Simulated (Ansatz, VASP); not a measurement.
## Se (Selenium) in two plane-wave programs

Wanted: the spread between two codes on one cell, functional and k mesh. Valence electrons are named where the data sets of a main pair hold unlike numbers.

Method: plane waves, with VASP 6.6.1 beside it; band structure at r2SCANh with an exact-exchange share of 0.1 and band structure at r2SCAN-EpsX with an exact-exchange share of 0.09, in Ansatz 0.2.0.

## 1. The structure

Symmetry: P3_121, No. 152, trigonal system. The conventional cell has a = 4.366 Å, b = 4.366 Å, c = 4.954 Å, α = 90.00°, β = 90.00°, γ = 120.00°. Se has 2 Se at 2.37 Å nearest.

As a file:

```xyz
3
Lattice="4.3662 0.0000 0.0000 -2.1831 3.7812 0.0000 0.0000 0.0000 4.9536" Properties=species:S:1:pos:R:3 pbc="T T T"
Se    0.9841    0.0000    1.6512
Se   -0.4921    0.8523    3.3024
Se    1.6910    2.9289    0.0000
```

## 2. VASP: band structure, r2SCANh with an exact-exchange share of 0.1

The same path points are solved in both programs, so levels can be compared one by one.

Lines of VASP's logs that name or quote its potential files are left out, and so is its time.

The run reads the wave functions of an earlier VASP run, which isn't shown here.

File INCAR:

```
SYSTEM = Se
PREC = Accurate
ENCUT = 400
EDIFF = 1E-06
NELM = 100
ISMEAR = 0
SIGMA = 0.02
LREAL = .FALSE.
ALGO = Normal
LHFCALC = .TRUE.
AEXX = 0.1
METAGGA = R2SCAN
LASPH = .TRUE.
NBANDS = 15
PRECFOCK = Fast
HFRCUT = -1
LORBIT = 11
LWAVE = .FALSE.
LCHARG = .FALSE.
KPAR = 4
```

File POSCAR:

```
Se
1.0
    4.3662000000      0.0000000000      0.0000000000
   -2.1831000000      3.7812401180      0.0000000000
    0.0000000000      0.0000000000      4.9536000000
Se
3
Direct
    0.2254000000      0.0000000000      0.3333333333
    0.0000000000      0.2254000000      0.6666666667
    0.7746000000      0.7746000000      0.0000000000
```

File KPOINTS:

```
Automatic mesh
0
Gamma
4 4 3
0 0 0
```

File KPOINTS_OPT:

```
Line mode
6
Line-mode
Reciprocal
  0.00000000   0.00000000   0.00000000 GAMMA
  0.50000000   0.00000000   0.00000000 M

  0.50000000   0.00000000   0.00000000 M
  0.33333333   0.33333333   0.00000000 K

  0.33333333   0.33333333   0.00000000 K
  0.00000000   0.00000000   0.00000000 GAMMA

  0.00000000   0.00000000   0.00000000 GAMMA
  0.00000000   0.00000000   0.50000000 A

  0.00000000   0.00000000   0.50000000 A
  0.50000000   0.00000000   0.50000000 L

  0.50000000   0.00000000   0.50000000 L
  0.33333333   0.33333333   0.50000000 H

  0.33333333   0.33333333   0.50000000 H
  0.00000000   0.00000000   0.50000000 A

  0.50000000   0.00000000   0.50000000 L
  0.50000000   0.00000000   0.00000000 M

  0.33333333   0.33333333   0.00000000 K
  0.33333333   0.33333333   0.50000000 H
```

Potentials, in the order of the species: Se (PBE family, release 64).

The run is started by

```
> mpirun -np 4 vasp_std
```

Numbers of over 12 decimals in the logs are rounded to 6 here.

The log of the run:

```text
[banner, memory and clock lines left out]
running    4 mpi-ranks, on    1 nodes
 distrk:  each k-point on    1 cores,    4 groups
 distr:  one band on    1 cores,    1 groups

 POSCAR found type information on POSCAR Se
 POSCAR found :  1 types and       3 ions
|                                                                             |
|               ----> ADVICE to this user running VASP <----                  |
|                                                                             |
|     You enforced a specific xc type in the INCAR file but a different       |
|     [... a line on the potential file left out ...]
|     I HOPE YOU KNOW WHAT YOU ARE DOING!                                     |
|                                                                             |

 LDA part: xc-table for (None), standard interpolation
 found WAVECAR, reading the header
 POSCAR, INCAR and KPOINTS ok, starting setup
 FFT: planning ... GRIDC
 FFT: planning ... GRID_SOFT
 FFT: planning ... GRID
 HFRCUT set to (new)   9.785969
 reading WAVECAR
 the WAVECAR file was read successfully
 initial charge from wavefunction
 entering main loop
       N       E                     dE             d eps       ncg     rms          rms(c)
DAV:   1    -0.415391552728E+02   -0.41539E+02   -0.54955E-01   270   0.636E+00    0.147E+00
DAV:   2    -0.415446421607E+02   -0.54869E-02   -0.20457E-02   375   0.923E-01    0.889E-01
DAV:   3    -0.415438911123E+02    0.75105E-03   -0.84039E-04   375   0.226E-01    0.512E-01
DAV:   4    -0.415436637894E+02    0.22732E-03   -0.29919E-04   382   0.135E-01    0.281E-01
DAV:   5    -0.415436058721E+02    0.57917E-04   -0.58596E-05   375   0.610E-02    0.159E-01
DAV:   6    -0.415435905111E+02    0.15361E-04   -0.16347E-05   375   0.339E-02    0.899E-02
DAV:   7    -0.415435874265E+02    0.30846E-05   -0.57800E-06   361   0.211E-02    0.507E-02
DAV:   8    -0.415435873639E+02    0.62621E-07   -0.20610E-06   294   0.130E-02
   1 F= -.41543587E+02 E0= -.41543587E+02  d E =-.260014E-27
 Start KPOINTS_OPT (optional k-point list driver)
k-point batch [1-9\54]
       N       E                     dE             ncg
DAV:   1     0.914957712070E+02   -0.25216E+04      270
DAV:   2    -0.701886242683E+03   -0.79338E+03      347
DAV:   3    -0.763525042220E+03   -0.61639E+02      319
DAV:   4    -0.764194466355E+03   -0.66942E+00      368
DAV:   5    -0.764198330256E+03   -0.38639E-02      382
DAV:   6    -0.764198369056E+03   -0.38799E-04      354
DAV:   7    -0.764198369638E+03   -0.58276E-06      299
[...]
k-point batch [46-54\54]
       N       E                     dE             ncg
DAV:   1     0.312782292284E+02   -0.44093E+04      270
DAV:   2    -0.719833798154E+03   -0.75111E+03      354
DAV:   3    -0.776741463353E+03   -0.56908E+02      305
DAV:   4    -0.777406751373E+03   -0.66529E+00      354
DAV:   5    -0.777410816944E+03   -0.40656E-02      368
DAV:   6    -0.777410851422E+03   -0.34478E-04      375
DAV:   7    -0.777410851839E+03   -0.41729E-06      296
```

OUTCAR, selected parts (step 2):

```text
ion  position               nearest neighbor table
   1  0.225  0.000  0.333-   3 2.37   2 2.37
   2  0.000  0.225  0.667-   3 2.37   1 2.37
   3  0.775  0.775  0.000-   2 2.37   1 2.37

  LATTYP: Found a hexagonal cell.
 ALAT       =     4.3662000000
 C/A-ratio  =     1.1345334616

 Subroutine GETGRP returns: Found  6 space group operations
 (whereof  2 operations were pure point group operations)

The static configuration has the point symmetry C_2 .
 The point group associated with its full space group is D_3 .

 Found      9 irreducible k-points:

   k-points           NKPTS =      9   k-points in BZ     NKDIM =     48   number of bands    NBANDS=     15

   dimension x,y,z NGX =    28 NGY =   28 NGZ =   32
   dimension x,y,z NGXF=    56 NGYF=   56 NGZF=   64

   ENCUT  =  400.0 eV  29.40 Ry    5.42 a.u.   7.12  7.12  8.08*2*pi/ulx,y,z

   NELECT =      18.0000    total number of electrons

 k-points in reciprocal lattice and weights: Automatic mesh
   0.00000000  0.00000000  0.00000000       0.021
   0.25000000  0.00000000  0.00000000       0.125
   0.50000000  0.00000000  0.00000000       0.062
   0.25000000  0.25000000  0.00000000       0.125
   0.00000000  0.00000000  0.33333333       0.042
   0.25000000  0.00000000  0.33333333       0.125
   0.00000000  0.25000000  0.33333333       0.125
   0.50000000  0.00000000  0.33333333       0.125
   0.25000000  0.25000000  0.33333333       0.250

  exchange ACFDT corr.  =         0.00000000  see jH, gK, PRB 81, 115126

 average (electrostatic) potential at core
       1 -58.6215       2 -58.6215       3 -58.6215

 E-fermi :   1.9142

 k-point     1 :       0.0000    0.0000    0.0000
  band No.  band energies     occupation
    ...
      5      -1.9574      2.00000
      6      -1.8872      2.00000
      7      -0.1681      2.00000
      8      -0.1681      2.00000
      9       1.5656      2.00000
     10       4.8114      0.00000
     11       4.8114      0.00000
     12       5.0869      0.00000
     13       9.4231      0.00000
     14       9.5906      0.00000
    ...

 k-point     2 :       0.2500    0.0000    0.0000
  band No.  band energies     occupation
    ...
      5      -2.5371      2.00000
      6      -1.7360      2.00000
      7      -0.1332      2.00000
      8       0.3092      2.00000
      9       1.1797      2.00000
     10       4.7919      0.00000
     11       4.9300      0.00000
     12       5.7369      0.00000
     13       9.0356      0.00000
     14       9.4201      0.00000
    ...

 k-point     3 :       0.5000    0.0000    0.0000
  band No.  band energies     occupation
    ...
      5      -2.9138      2.00000
      6      -1.5967      2.00000
      7      -0.9902      2.00000
      8       0.1829      2.00000
      9       0.9747      2.00000
     10       4.8355      0.00000
     11       5.2515      0.00000
     12       7.1209      0.00000
     13       8.3198      0.00000
     14      10.8832      0.00000
    ...

  energy-cutoff  :      400.00
  volume of cell :       81.78
      direct lattice vectors                 reciprocal lattice vectors
     4.366200000  0.000000000  0.000000000     0.229032110  0.132231751  0.000000000
    -2.183100000  3.781240118  0.000000000     0.000000000  0.264463501  0.000000000
     0.000000000  0.000000000  4.953600000     0.000000000  0.000000000  0.201873385

 POSITION                                       TOTAL-FORCE (eV/Angst)
 -----------------------------------------------------------------------------------
      0.98414      0.00000      1.65120        -0.164602      0.000000     -0.000000
     -0.49207      0.85229      3.30240         0.082301     -0.142549     -0.000000
      1.69103      2.92895      0.00000         0.082301      0.142549      0.000000
 -----------------------------------------------------------------------------------
    total drift:                               -0.000002     -0.000005      0.000000

  FREE ENERGIE OF THE ION-ELECTRON SYSTEM (eV)
  ---------------------------------------------------
  free  energy   TOTEN  =       -41.5435873639 eV

  energy  without entropy=      -41.5435873639  energy(sigma->0) =      -41.54358736

 total charge
# of ion       s       p       d       tot
------------------------------------------
    1        1.517   2.220   0.059   3.795
    2        1.517   2.220   0.059   3.795
    3        1.517   2.220   0.059   3.795
--------------------------------------------------
tot          4.550   6.660   0.177  11.386

[... 3 further parts left out ...]
```

The k-mesh is coarse for unscreened exact exchange, which converges slowly with it. Spin-orbit coupling is off here; it would split degenerate levels.

## 3. Ansatz: band structure, r2SCANh with an exact-exchange share of 0.1

Ansatz runs on its default PAW (the set named soft_2) files.

The same cell, functional, mesh and smearing now go to Ansatz, which takes its cutoff from its data sets.

File input.yaml:

```yaml
crystal:
  lattice:
    - [4.3662, 0.0, 0.0]
    - [-2.1831, 3.781240118, 0.0]
    - [0.0, 0.0, 4.9536]
  atoms:
    - { symbol: Se, position: [0.2254, 0.0, 0.3333333333] }
    - { symbol: Se, position: [0.0, 0.2254, 0.6666666667] }
    - { symbol: Se, position: [0.7746, 0.7746, 0.0] }
hamiltonian:
  xc: r2scanh
  pseudopotentials: { kind: paw }
kpoints:
  mp_grid: { grid: [4, 4, 3] }
  band_path:
    path:
      - [0.0, 0.0, 0.0]
      - [0.4, 0.0, 0.0]
      - [0.4, 0.2, 0.0]
      - [0.2, 0.2, 0.0]
      - [0.0, 0.0, 0.1]
      - [0.0, 0.0, 0.5]
      - [0.4, 0.0, 0.5]
      - [0.5, 0.0, 0.5]
      - [0.4, 0.2, 0.5]
      - [0.33333, 0.33333, 0.5]
      - [0.2, 0.2, 0.5]
      - [0.5, 0.0, 0.4]
      - [0.33333, 0.33333, 0.0]
      - [0.33333, 0.33333, 0.5]
    npoints: 1
scf:
  occupations: { method: gaussian, width: 0.02 }
  n_extra_bands: 7
output:
  forces: true
  stress: true
  eigenvalues: true
```

The run is started by

```
> ansatz run input.yaml --threads 4 --pin off --max-ram 9216MiB --backend cpu --events-out ev --progress --plain --runs-dir out
```

The log of the run:

```text
Warning: output.stress: scf.convergence.dr2_threshold = 1e-7 eV (the SCF's general default) is looser than the 3e-10 eV advised for a printed stress (1e-10 eV for each atom of the cell: 3). What an SCF threshold leaves in a stress goes as its square root, and in the free energy as the threshold itself, and one threshold admits the most on a small cell: [figures from the program's tests cut] Set scf.convergence.dr2_threshold to 3e-10 eV or tighter. The threshold is an SCF's pass mark: one that does not reach it within its budget of iterations ends unconverged, or closes short of it on a stop that the run arms, and scf.convergence.dr2_threshold's page says what that costs each kind of run
Warning: output.stress: scf.exx.energy_threshold = 1e-6 eV is looser than the 3e-8 eV advised for a stress under a hybrid functional (1e-8 eV for each atom of the cell: 3). Every SCF of the exchange loop can meet its threshold on dr2 while the loop round them stops early: no threshold on dr2 bounds what that leaves in the stress. Set scf.exx.energy_threshold to 3e-8 eV or tighter. The threshold is the loop's pass mark: a loop that does not reach it within its budget of cycles ends unconverged, and scf.exx.energy_threshold's page has the law
scf.n_extra_bands = 7 over 24 filled bands (N_el = 48.0): the run solves 31 bands
Engine: ansatz 0.2.0, x86_64-unknown-linux-gnu
Pseudopotentials: kind: paw
Pseudopotential: Se, paw, valence charge 16, recommended cutoff 500 eV (meta_gga), Se.paw.azcp
Functional definition: r2SCANh
  parameter a = 0.1
  parameter k0 = 0.174
  parameter k1 = 0.065
  parameter a1 = 4.9479
  exchange = (1 - a)*r2scan_x(k0 = k0, k1 = k1, a1 = a1) + a*exact_x
  correlation = r2scan_c
Crystal: 3 atoms, lattice volume = 81.782 Å³
Basis set: ecut = 500 eV, 2017 PW (Γ), exchange–correlation on 128×128×160 points (64 copies of the dense FFT grid, shifted against one another)
Bands: 31, of which v1, the nominal top of the filled ones, is band 24 counted from 1 (23 counted from 0)
Symmetry: 6 space group operations
Space group: P3121 (ITA 152), of the structure as read, at distance tolerance 4.3e-5 Å
k-points: 9 of 48 (time reversal used)
Non-local potential: Se, projectors of the file, l = 0: 2, l = 1: 2, l = 2: 3, l = 3: 1
PAW form: soft (Blöchl's): semilocal exchange-correlation on the pseudo side does not see the compensation charge
PAW frozen core: Se, regenerated for the run's functional, and the local potential with it (the file was generated under x = pbe(κ = 0.804, μ = 0.219515), c = pbe(β = 0.066725))
PAW one-centre angular grid: Se, 590 points (default); XC on 160 Gauss nodes
Initial density: superposition of atomic densities (neutral atoms: chi_scale 0, normalization atom), corrected by the library's trained network
Initial wavefunctions: pseudopotential atomic-orbital guess
Functional: x = r2scan, c = r2scan; τ floored in thin density (d = 2e-4 eV/Å³), warm-up for x = 0.9 r2scan + 0.1 exact, c = r2scan; τ floored in thin density (d = 2e-4 eV/Å³)
SCF iter   1: F=—  HF=-16434.353859 eV  |F-HF|=—  |Δ(HF+E_count)|=         —  Δρ=3.05e-3  dr2=4.80e-3  dr2_τ=9.14e-3  ethr=1.77e-3  ⟨swp⟩=7.7  Hψ=1123  notcnv=0
preconditioner: auto → none  [insulator: Δε(μ)=1.869 eV  Ē_g=12.385 eV  σ=0.020 eV  W_gap=1.00  n_scr=20 (ndim 8)  ℏωp=17.4 eV  f_vac=0.096  D(μ)=0.00/eV (n_scr^D=0)]
SCF iter   2: F=—  HF=-16434.363713 eV  |F-HF|=—  |Δ(HF+E_count)|=   9.85e-3  Δρ=1.58e-3  dr2=1.08e-3  dr2_τ=3.21e-5  ethr=1.00e-5  ⟨swp⟩=4.4  Hψ=851  notcnv=0  defer=2
iter 3 solved again at ethr=1.79e-7 eV; its pass at ethr=2.25e-6 eV (dr2=8.58e-5 eV) is discarded
SCF iter   3: F=-16434.364394 eV  HF=-16434.364329 eV  |F-HF|=6.53e-5  |Δ(HF+E_count)|=   6.16e-4  Δρ=4.48e-4  dr2=8.65e-5  dr2_τ=3.11e-6  ethr=1.79e-7  ⟨swp⟩=2.7  Hψ=1082  notcnv=0
SCF 1 stopped early in 3 iterations: F = -16434.364394 eV  dr2 = 8.65e-5
  greatest PAW one-centre occupation: 1.000 electrons in one spin orbital (limit 2), on the Se atom at site 1 (counted from 0), in its partial waves of l = 2
Initial density: handed on by an earlier stage of this run
Initial wavefunctions: those handed on with the density
Functional: x = 0.9 r2scan + 0.1 exact, c = r2scan; τ floored in thin density (d = 2e-4 eV/Å³)
Frozen-core exchange: fock
SCF iter   1: F=—  HF=-16433.418291 eV  |F-HF|=—  |Δ(HF+E_count)|=         —  Δρ=1.85e-3  dr2=1.43e-3  dr2_τ=8.85e-5  ethr=1.80e-6  ⟨swp⟩=6.0  Hψ=1176  notcnv=0
preconditioner: auto → none  [insulator: Δε(μ)=2.407 eV  Ē_g=13.155 eV  σ=0.020 eV  W_gap=1.00  n_scr=20 (ndim 8)  ℏωp=17.4 eV  f_vac=0.100  D(μ)=0.00/eV (n_scr^D=0)]
SCF iter   2: F=—  HF=-16433.417422 eV  |F-HF|=—  |Δ(HF+E_count)|=   8.69e-4  Δρ=7.12e-4  dr2=3.09e-4  dr2_τ=2.32e-6  ethr=1.80e-6  ⟨swp⟩=3.0  Hψ=774  notcnv=0
SCF iter   3: F=—  HF=-16433.417448 eV  |F-HF|=—  |Δ(HF+E_count)|=   2.65e-5  Δρ=6.64e-5  dr2=9.11e-5  dr2_τ=1.42e-7  ethr=3.73e-7  ⟨swp⟩=3.0  Hψ=545  notcnv=0
SCF iter   4: F=—  HF=-16433.418618 eV  |F-HF|=—  |Δ(HF+E_count)|=   1.17e-3  Δρ=1.60e-4  dr2=1.29e-5  dr2_τ=2.63e-7  ethr=6.55e-9  ⟨swp⟩=4.0  Hψ=992  notcnv=0
SCF iter   5: F=—  HF=-16433.418616 eV  |F-HF|=—  |Δ(HF+E_count)|=   1.51e-6  Δρ=2.70e-5  dr2=1.42e-6  dr2_τ=9.79e-9  ethr=6.55e-9  ⟨swp⟩=3.0  Hψ=713  notcnv=0
SCF iter   6: F=-16433.418625 eV  HF=-16433.418625 eV  |F-HF|=5.25e-8  |Δ(HF+E_count)|=   9.19e-6  Δρ=1.78e-5  dr2=2.05e-7  dr2_τ=2.82e-9  ethr=8.11e-10  ⟨swp⟩=3.3  Hψ=607  notcnv=0
SCF 2 stopped early in 6 iterations: F = -16433.418625 eV  dr2 = 2.05e-7
  Residual-converged pass: ⟨swp⟩=3.0  Hψ=651  notcnv=0  max |occ|·‖R‖ = 6.6e-6 eV (tolerance 6.7e-6 eV)  dr2=2.02e-7  dr2_τ=2.85e-9  dr2_onsite=1.47e-8  max |Δocc| = 0.0e0
hybrid outer 1: dexx = +1.116e-3 eV, tail = 5.61e-6 eV
Frozen-core exchange: fock
SCF iter   1: F=—  HF=-16433.418648 eV  |F-HF|=—  |Δ(HF+E_count)|=         —  Δρ=7.26e-6  dr2=1.92e-8  dr2_τ=8.15e-10  ethr=5.85e-8  ⟨swp⟩=4.7  Hψ=593  notcnv=0
preconditioner: auto → none  [insulator: Δε(μ)=2.417 eV  Ē_g=13.158 eV  σ=0.020 eV  W_gap=1.00  n_scr=20 (ndim 8)  ℏωp=17.4 eV  f_vac=0.100  D(μ)=0.00/eV (n_scr^D=0)]
SCF iter   2: F=—  HF=-16433.418648 eV  |F-HF|=—  |Δ(HF+E_count)|=   7.77e-8  Δρ=3.54e-6  dr2=7.15e-9  dr2_τ=4.10e-10  ethr=3.75e-11  ⟨swp⟩=4.1  Hψ=1007  notcnv=0
SCF iter   3: F=—  HF=-16433.418648 eV  |F-HF|=—  |Δ(HF+E_count)|=   2.08e-9  Δρ=7.43e-7  dr2=1.84e-9  dr2_τ=3.51e-11  ethr=1.24e-11  ⟨swp⟩=3.0  Hψ=713  notcnv=0
SCF iter   4: F=-16433.418648 eV  HF=-16433.418648 eV  |F-HF|=5.82e-11  |Δ(HF+E_count)|=   1.16e-8  Δρ=4.48e-7  dr2=1.08e-10  dr2_τ=1.81e-12  ethr=1.00e-12  ⟨swp⟩=4.0  Hψ=684  notcnv=0
SCF 3 converged in 4 iterations: F = -16433.418648 eV  dr2 = 1.08e-10
  Residual-converged pass: ⟨swp⟩=3.0  Hψ=555  notcnv=0  max |occ|·‖R‖ = 5.2e-7 eV (tolerance 5.4e-7 eV)  dr2=1.09e-10  dr2_τ=1.84e-12  dr2_onsite=7.71e-11  max |Δocc| = 0.0e0
hybrid outer 2: dexx = +1.460e-8 eV, tail = 7.52e-10 eV, Δε = 3.63e-4 eV (about 1.03e-5 eV left of the loop's levels), ΔF = 2.11e-3 eV/Å (tail 2.12e-4)
NSCF: frozen V_eff on 14 k-points
hybrid SCF converged: 2 outer / 10 inner (+3 warm-up), last move |dexx| = 1.46e-8 eV, tail = 7.52e-10 eV
Stability not checked: this state was not tested for a lower state beside it, because the functional holds exact exchange (a hybrid, or Hartree-Fock), whose exchange loop this test does not read (fock_operator; see scf.lower_state_search)
Free energy (F): -16433.418648 eV
Frozen-core exchange: fock
Harris-Foulkes:  -16433.418648 eV  (|F-HF|=5.82e-11)
Internal energy: -16433.418648 eV  (E = F + TS)
E sigma→0 (E₀):  -16433.418648 eV
Fermi energy:    7.202110 eV
--- Per-component energies (eV) ---
  E_band       = -1331.721739
  E_kinetic    = 350.989826
  E_local      = -7737.268380  (includes V_loc(G=0)·N_el)
  E_nonlocal   = -1782.158320
  E_hartree    = 3790.249641
  E_xc         = -266.115127
  E_vxc        = -284.393806  (∫ρ·V_xc dr)
  E_exx        = -89.612826  (= α·E_x^exact, valence–valence)
  E_paw        = -5712.052695  (= ΣΔE_a)
  E_vpaw       = 706.441369  (= ΣTr[D̂ρ^β])
  E_aug_tail   = -0.000628  (compensation charges beyond the density's cutoff)
  E_vtau       = 13.394861  (kinetic-family band-sum trace: ∫τ·v_τ [+ j·A + Jᵃ·Aᵃ] dr)
  E_ewald      = -4981.574654
  E_core_change = -5.875485  (= ΣΔE_core)
  E_smearing   = -0.000000  (= −TS)
  E_closure    = -0.000000  (closes the sum)
  Σ components = -16433.418648   (vs F -16433.418648, Δ=0.00e0)
--- Forces (eV/Å), atoms counted from 1 ---
  atom   1  Se    -0.14676712    -0.00000000    -0.00000000
  atom   2  Se     0.07338356    -0.12710406    -0.00000000
  atom   3  Se     0.07338356     0.12710406     0.00000000
  max |Σ_I F_I| component: 9.71e-17 eV/Å
--- Stress (GPa, compression-positive) ---
        0.769770       0.000000      -0.000000
        0.000000       0.769770       0.000000
       -0.000000       0.000000       0.723043
  P = ⅓ Tr σ = 0.7542 GPa (7.542 kbar)
--- Band table (eV; the first three rows and the last of 9) ---
  k-point 0: bands = [... 20 lower, 2.3358, 4.0565, 4.0565, 5.7982, 9.0504, 9.0504, 9.3169, 13.6572, ... 3 higher]
  k-point 1: bands = [... 20 lower, 2.6798, 4.3095, 4.7914, 5.1072, 8.4104, 8.4753, 8.6156, 13.8966, ... 3 higher]
  k-point 2: bands = [... 20 lower, 2.4880, 4.0924, 4.5349, 5.4073, 9.0295, 9.1684, 9.9737, 13.2650, ... 3 higher]
  k-point 8: bands = [... 20 lower, 1.9900, 4.2293, 5.1627, 5.9935, 8.7868, 9.7742, 10.3585, 13.6847, ... 3 higher]
```

Elapsed: 38 s, on 4 threads of Intel Xeon Platinum 8488C (Sapphire Rapids), shared host; peak memory 1.2 GiB.

The column dr2 measures how far the density is from self-consistency, as an energy; F and HF (Harris–Foulkes) agree once it is small.

(Part 1 of 2 ends here.)

[Lines on the potential files, build, host, timing and source positions are cut from VASP's logs without a mark.]

[Logs are printed without paths, hosts, clocks, repeated set-up lines and the standing remarks that a program may print on its own settings, such as how far it seeks lower states.]

[Hosts, paths, dates, database ids (printed as entryN), source tags and the programs' standing remarks are cut or masked in the printed files.]
